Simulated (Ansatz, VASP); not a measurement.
## BaPbO3: VASP beside Ansatz

Wanted: the spread between two codes on one cell, functional and k mesh. The cell is taken from a series of runs on this material, whose earlier steps may have relaxed, scaled, displaced or heated it; both programs get it as it stands.

Program: Ansatz 0.2.0. Level of theory: plane waves, with VASP 6.6.1 beside it; relaxation of cell and atoms at PBEsol. Results are calculated unless marked as measured.

## (1) The starting structure

The structure is tetragonal, space group I4/mcm (No. 140). Conventional cell: a = 6.054 Å, b = 6.054 Å, c = 8.562 Å, α = 90.00°, β = 90.00°, γ = 90.00°. Nearest to Ba lie 12 O at 2.73 to 3.36 Å. Nearest to Pb lie 6 O at 2.14 to 2.19 Å. O has 2 Pb at 2.19 Å and 4 Ba at 2.73 to 3.36 Å nearest. Nearest to O lie 2 Pb at 2.14 Å and 4 Ba at 3.03 Å. Farther neighbours and most contacts between anions are not listed.

Structure file:

```xyz
10
Lattice="4.2811 4.2811 0.0000 4.2811 0.0000 4.2811 4.2811 0.0000 -4.2811" Properties=species:S:1:pos:R:3 pbc="T T T"
Ba    6.4216    2.1405   -2.1405
Ba    6.4216    2.1405    2.1405
Pb    4.2811    0.0000    0.0000
Pb    0.0000    0.0000    0.0000
O     8.5621    2.1405   -0.4500
O     4.2811    2.1405    0.4500
O     8.5621    3.8311    2.1405
O     4.2811    0.4500   -2.1405
O     6.4216    0.0000    0.0000
O     2.1405    0.0000    0.0000
```

## (2) VASP: relaxation of cell and atoms, PBEsol, pair 1

The relaxed volume is the usual yardstick between codes: in a stiff, nearly cubic crystal its relative difference is about their pressure difference at one cell divided by the bulk modulus.

Lines of VASP's logs that name or quote its potential files are left out, and so is its time.

INCAR reads:

```
SYSTEM = BaPbO3
PREC = Accurate
ENCUT = 600
EDIFF = 1E-07
NELM = 120
ISMEAR = 1
SIGMA = 0.2
LREAL = .FALSE.
ALGO = Normal
GGA = PS
NBANDS = 52
LORBIT = 11
LWAVE = .FALSE.
LCHARG = .FALSE.
ISIF = 3
IBRION = 2
NSW = 80
EDIFFG = -0.005
LASPH = .TRUE.
GGA_COMPAT = .FALSE.
NELMIN = 4
KPAR = 2
```

POSCAR reads:

```
BaPbO3
1.0
    4.2810680000      4.2810680000      0.0000000000
    4.2810680000      0.0000000000      4.2810680000
    4.2810680000      0.0000000000     -4.2810680000
Ba Pb O
2 2 6
Direct
    0.5000000000      0.2500001168      0.7500001168
    0.5000000000      0.7500001168      0.2500001168
    0.0000000000      0.5000000000      0.5000000000
    0.0000000000      0.0000000000      0.0000000000
    0.5000000000      0.6974431380      0.8025570956
    0.5000000000      0.3025569788      0.1974430212
    0.8948860425      0.8025569788      0.3025569788
    0.1051139575      0.1974430212      0.6974430212
    0.0000000000      0.7500001168      0.7500001168
    0.0000000000      0.2500000000      0.2500000000
```

KPOINTS reads:

```
Automatic mesh
0
Gamma
8 8 8
0 0 0
```

The projector-augmented-wave data sets are Ba_sv, Pb_d and O (PBE family, release 64).

Run with:

```bash
$ mpirun -np 2 vasp_std
```

Numbers of over 12 decimals in the logs are rounded to 6 here.

The log of the run:

```text
[banner, memory and clock lines left out]
running    2 mpi-ranks, on    1 nodes
 distrk:  each k-point on    1 cores,    2 groups
 distr:  one band on    1 cores,    1 groups

 POSCAR found type information on POSCAR BaPbO
 POSCAR found :  3 types and      10 ions
|                                                                             |
|               ----> ADVICE to this user running VASP <----                  |
|                                                                             |
|     You enforced a specific xc type in the INCAR file but a different       |
|     [... a line on the potential file left out ...]
|     I HOPE YOU KNOW WHAT YOU ARE DOING!                                     |
|                                                                             |

 LDA part: xc-table for (Slater+PW92), standard interpolation
 POSCAR, INCAR and KPOINTS ok, starting setup
 FFT: planning ... GRIDC
 FFT: planning ... GRID_SOFT
 FFT: planning ... GRID
 WAVECAR not read
 entering main loop
       N       E                     dE             d eps       ncg     rms          rms(c)
DAV:   1     0.112738855015E+04    0.11274E+04   -0.43551E+04  6136   0.196E+03
DAV:   2     0.116506031937E+03   -0.10109E+04   -0.95311E+03  6712   0.515E+02
DAV:   3    -0.577809269298E+02   -0.17429E+03   -0.16945E+03  7416   0.224E+02
DAV:   4    -0.690251392381E+02   -0.11244E+02   -0.11148E+02  9128   0.570E+01
DAV:   5    -0.693618935773E+02   -0.33675E+00   -0.33622E+00  9328   0.868E+00    0.171E+01
DAV:   6    -0.611828974137E+02    0.81790E+01   -0.40992E+01  8760   0.499E+01    0.817E+00
DAV:   7    -0.610868948648E+02    0.96003E-01   -0.34133E+00  7112   0.915E+00    0.407E+00
DAV:   8    -0.609984194175E+02    0.88475E-01   -0.62084E-01  8940   0.449E+00    0.100E+00
DAV:   9    -0.609791403171E+02    0.19279E-01   -0.89919E-02  9736   0.252E+00    0.299E-01
DAV:  10    -0.609805430985E+02   -0.14028E-02   -0.12881E-02  7628   0.525E-01    0.156E-01
DAV:  11    -0.609809152547E+02   -0.37216E-03   -0.14085E-03  9720   0.390E-01    0.274E-02
DAV:  12    -0.609809019302E+02    0.13325E-04   -0.22348E-04  9764   0.167E-01    0.146E-02
DAV:  13    -0.609809077419E+02   -0.58117E-05   -0.28570E-05  9416   0.335E-02    0.902E-03
DAV:  14    -0.609809067546E+02    0.98730E-06   -0.51912E-06  8612   0.142E-02    0.310E-03
DAV:  15    -0.609809065605E+02    0.19408E-06   -0.91237E-07  7696   0.518E-03    0.125E-03
DAV:  16    -0.609809064249E+02    0.13564E-06   -0.61196E-08  4920   0.360E-03    0.578E-04
DAV:  17    -0.609809063173E+02    0.10762E-06   -0.12155E-07  4928   0.209E-03    0.285E-04
DAV:  18    -0.609809063124E+02    0.48813E-08   -0.21471E-08  4276   0.141E-03
   1 F= -.60980906E+02 E0= -.60989999E+02  d E =-.609809E+02
[...]
2 F= -.61020730E+02 E0= -.61030136E+02  d E =-.398241E-01
[...]
3 F= -.61021032E+02 E0= -.61030477E+02  d E =-.401256E-01
[...]
4 F= -.61023439E+02 E0= -.61032858E+02  d E =-.240721E-02
 trial-energy change:   -0.002407  1 .order   -0.002377   -0.008429    0.003676
 step:   0.7130(harm=  0.7098)  dis= 0.00096  next Energy=   -61.023991 (dE=-0.296E-02)
 bond charge predicted
       N       E                     dE             d eps       ncg     rms          rms(c)
DAV:   1    -0.610298680084E+02   -0.64288E-02   -0.20255E-01  7872   0.428E+00    0.493E-01
DAV:   2    -0.610249526984E+02    0.49153E-02   -0.17817E-02  8808   0.105E+00    0.156E-01
DAV:   3    -0.610241312294E+02    0.82147E-03   -0.19995E-03  8888   0.613E-01    0.638E-02
DAV:   4    -0.610240020247E+02    0.12920E-03   -0.55436E-04 10044   0.248E-01    0.200E-02
DAV:   5    -0.610239981346E+02    0.38902E-05   -0.78283E-05  8736   0.487E-02    0.115E-02
DAV:   6    -0.610239955750E+02    0.25596E-05   -0.15720E-05  9928   0.267E-02    0.593E-03
DAV:   7    -0.610239945314E+02    0.10436E-05   -0.33591E-06  8932   0.128E-02    0.253E-03
DAV:   8    -0.610239937335E+02    0.79790E-06   -0.67545E-07  7916   0.955E-03    0.543E-04
DAV:   9    -0.610239937495E+02   -0.16024E-07   -0.10708E-07  4040   0.260E-03
   5 F= -.61023994E+02 E0= -.61033424E+02  d E =-.296182E-02
 curvature:  -0.39 expect dE=-0.928E-06 dE for cont linesearch -0.124E-11
 trial: gam=-0.00406 g(F)=  0.485E-06 g(S)=  0.187E-05 ort =-0.170E-06 (trialstep = 0.958E+00)
 search vector abs. value=  0.251E-05
 reached required accuracy - stopping structural energy minimisation
```

Parts of OUTCAR (step 2):

```text
ion  position               nearest neighbor table
   1  0.500  0.250  0.750-   6 2.73   5 2.73   7 2.73   8 2.73   9 3.03   9 3.03  10 3.03  10 3.03
                             4 3.71   3 3.71   3 3.71   4 3.71   3 3.71   4 3.71   3 3.71   4 3.71
   2  0.500  0.750  0.250-   8 2.73   7 2.73   5 2.73   6 2.73   9 3.03   9 3.03  10 3.03  10 3.03
                             3 3.71   4 3.71   3 3.71   4 3.71   3 3.71   4 3.71   4 3.71   3 3.71
   3  0.000  0.500  0.500-  10 2.14   9 2.14   7 2.19   8 2.19   6 2.19   5 2.19   2 3.71   1 3.71
                             2 3.71   1 3.71   2 3.71   2 3.71   1 3.71   1 3.71
   4  0.000  0.000  0.000-   9 2.14  10 2.14   7 2.19   8 2.19   6 2.19   5 2.19   1 3.71   1 3.71
                             2 3.71   2 3.71   1 3.71   2 3.71   1 3.71   2 3.71
   5  0.500  0.697  0.803-   3 2.19   4 2.19   1 2.73   2 2.73
   6  0.500  0.303  0.197-   4 2.19   3 2.19   1 2.73   2 2.73
   7  0.895  0.803  0.303-   3 2.19   4 2.19   2 2.73   1 2.73
   8  0.105  0.197  0.697-   3 2.19   4 2.19   2 2.73   1 2.73
   9  0.000  0.750  0.750-   4 2.14   3 2.14   2 3.03   1 3.03   1 3.03   2 3.03
  10  0.000  0.250  0.250-   3 2.14   4 2.14   1 3.03   2 3.03   2 3.03   1 3.03

  LATTYP: Found a face centered cubic cell.
 ALAT       =     8.5621360000

 Subroutine GETGRP returns: Found 16 space group operations
 (whereof  8 operations were pure point group operations)

The static configuration has the point symmetry C_4h.
 The point group associated with its full space group is D_4h.

 Found     59 irreducible k-points:

   k-points           NKPTS =     59   k-points in BZ     NKDIM =     59   number of bands    NBANDS=     52

   dimension x,y,z NGX =    48 NGY =   48 NGZ =   48
   dimension x,y,z NGXF=    96 NGYF=   96 NGZF=   96

   ENCUT  =  600.0 eV  44.10 Ry    6.64 a.u.  12.09 12.09 12.09*2*pi/ulx,y,z

   NELECT =      84.0000    total number of electrons

 k-points in reciprocal lattice and weights: Automatic mesh
   0.00000000  0.00000000  0.00000000       0.002
   0.12500000  0.00000000  0.00000000       0.008
   0.12500000  0.12500000  0.12500000       0.004
   0.25000000  0.00000000  0.00000000       0.008
   0.25000000  0.25000000  0.25000000       0.004
   0.37500000  0.00000000  0.00000000       0.008
   0.37500000  0.37500000  0.37500000       0.004
   0.50000000  0.00000000  0.00000000       0.004
   0.50000000  0.50000000  0.50000000       0.002
[...]
-0.25000000  0.25000000  0.25000000       0.004
   0.50000000  0.25000000 -0.25000000       0.008

 average (electrostatic) potential at core
       1 -33.5775       2 -33.5775       3 -91.9472       4 -91.9473       5 -70.0490
       6 -70.0490       7 -70.0490       8 -70.0490       9 -69.8563      10 -69.8563

 E-fermi :   3.2288

 k-point     1 :       0.0000    0.0000    0.0000
  band No.  band energies     occupation
    ...
     39       3.0358      2.04227
     40       3.1205      1.78421
     41       3.1205      1.78421
     42       3.2066      1.18706
     43       3.2837      0.55416
     44       7.9564      0.00000
     45       8.0909      0.00000
     46       8.2223      0.00000
     47       8.2223      0.00000
     48       8.9537      0.00000
    ...

 k-point     2 :       0.1250    0.0000    0.0000
  band No.  band energies     occupation
    ...
     38       2.7443      2.00325
     39       2.8381      2.01852
     40       2.9704      2.06965
     41       3.1347      1.70724
     42       3.1694      1.47899
     43       3.5594     -0.04129
     44       8.1799      0.00000
     45       8.2495      0.00000
     46       8.3586      0.00000
     47       8.4051      0.00000
    ...

 k-point     3 :       0.1250    0.1250    0.1250
  band No.  band energies     occupation
    ...
     38       2.7498      2.00366
     39       2.7528      2.00389
     40       3.0311      2.04777
     41       3.0311      2.04777
     42       3.0384      2.03883
     43       3.6505     -0.01108
     44       8.0956      0.00000
     45       8.1078      0.00000
     46       8.4934      0.00000
     47       8.4934      0.00000
    ...

  Total       -0.0196270      0.0010506      0.0010506      0.0000000      0.0000000      0.0000000
  in kB       -0.1996404      0.0106867      0.0106867      0.0000000      0.0000000      0.0000000
  external PRESSURE =      -0.0594224 kB  Pullay stress =       0.0000000 kB

  energy-cutoff  :      600.00
  volume of cell :      157.51
      direct lattice vectors                 reciprocal lattice vectors
     4.364856889  4.247740715 -0.000000000    -0.000000000  0.235419266  0.000000000
     4.364856889  0.000000000  4.247740715     0.114551293 -0.117709633  0.117709633
     4.364856889  0.000000000 -4.247740715     0.114551293 -0.117709633 -0.117709633

 POSITION                                       TOTAL-FORCE (eV/Angst)
 -----------------------------------------------------------------------------------
      6.54729      2.12387     -2.12387         0.000000     -0.000000      0.000000
      6.54729      2.12387      2.12387         0.000000     -0.000000      0.000000
      4.36486      0.00000      0.00000         0.000000      0.000000      0.000000
      0.00000      0.00000     -0.00000         0.000000      0.000000      0.000000
      8.72971      2.12387     -0.43978         0.000000     -0.000000      0.001585
      4.36486      2.12387      0.43978         0.000000      0.000000     -0.001585
      8.72971      3.80796      2.12387        -0.000000      0.001585      0.000000
      4.36486      0.43978     -2.12387        -0.000000     -0.001585      0.000000
      6.54729      0.00000      0.00000         0.000000     -0.000000      0.000000
      2.18243      0.00000      0.00000        -0.000000      0.000000      0.000000
 -----------------------------------------------------------------------------------
    total drift:                                0.001686      0.000027      0.000000

  FREE ENERGIE OF THE ION-ELECTRON SYSTEM (eV)
  ---------------------------------------------------
  free  energy   TOTEN  =       -61.0239937495 eV

  energy  without entropy=      -61.0522857759  energy(sigma->0) =      -61.03342442

 reached required accuracy - stopping structural energy minimisation

 total charge
# of ion       s       p       d       tot
------------------------------------------
    1        1.999   5.615   0.276   7.890
    2        1.999   5.615   0.276   7.890
    3        1.053   0.806  10.038  11.898
    4        1.053   0.806  10.038  11.898
    5        1.565   3.380   0.000   4.945
    6        1.565   3.380   0.000   4.945
    7        1.565   3.380   0.000   4.945
    8        1.565   3.380   0.000   4.945
    9        1.561   3.377   0.000   4.938
   10        1.561   3.377   0.000   4.938
--------------------------------------------------
tot         15.486  33.115  20.629  69.229

[... 3 further parts left out ...]
```

CONTCAR:

```
BaPbO3
   1.00000000000000
     4.3648568891569841    4.2477407152483160   -0.0000000000000000
     4.3648568891569841    0.0000000000000000    4.2477407152483160
     4.3648568891569841    0.0000000000000000   -4.2477407152483160
  Ba              Pb              O
     2     2     6
Direct
     0.5000000000000000    0.2500001168000026    0.7500001168000026
     0.5000000000000000    0.7500001168000026    0.2500001168000026
     0.0000000000000000    0.5000000000000000    0.5000000000000000
     0.0000000000000000    0.0000000000000000    0.0000000000000000
     0.5000000000000000    0.6982339936317158    0.8017662399682822
     0.5000000000000000    0.3017661231682796    0.1982338768317204
     0.8964677537634355    0.8017661231682797    0.3017661231682796
     0.1035322462365646    0.1982338768317204    0.6982338768317203
     0.0000000000000000    0.7500001168000026    0.7500001168000026
     0.0000000000000000    0.2500000000000000    0.2500000000000000
```

(Continued in part 2 of 2.)

[Lines on the potential files, build, host, timing and source positions are cut from VASP's logs without a mark.]

[Logs are printed without paths, hosts, clocks, repeated set-up lines and the standing remarks that a program may print on its own settings, such as how far it seeks lower states.]

[Hosts, paths, dates, database ids (printed as entryN), source tags and the programs' standing remarks are cut or masked in the printed files.]
